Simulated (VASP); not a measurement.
```
BeTe
1.0
    0.00000     2.78115     2.78115
    2.78115     0.00000     2.78115
    2.78115     2.78115     0.00000
Be Te
1 1
Direct
  0.00000   0.00000   0.00000
  0.25000   0.25000   0.25000
```

All values below come from LDA (Ceperley-Alder, Perdew-Zunger), VASP's LDA PAW potentials (set 64) (plane waves; VASP). Settings: 400 eV cut-off, 7×7×7 Γ-centred mesh, Gaussian smearing of 0.050 eV, potentials Be Te.

Q: Predict the energy per atom (σ→0).

A: 
```yaml
energy per atom (σ→0): -4.362 eV/atom
```

Only differences to runs with the same potentials and settings are physical.

The compound is BeTe in the zinc blende structure. It was relaxed first. The start is the result of an earlier pass.
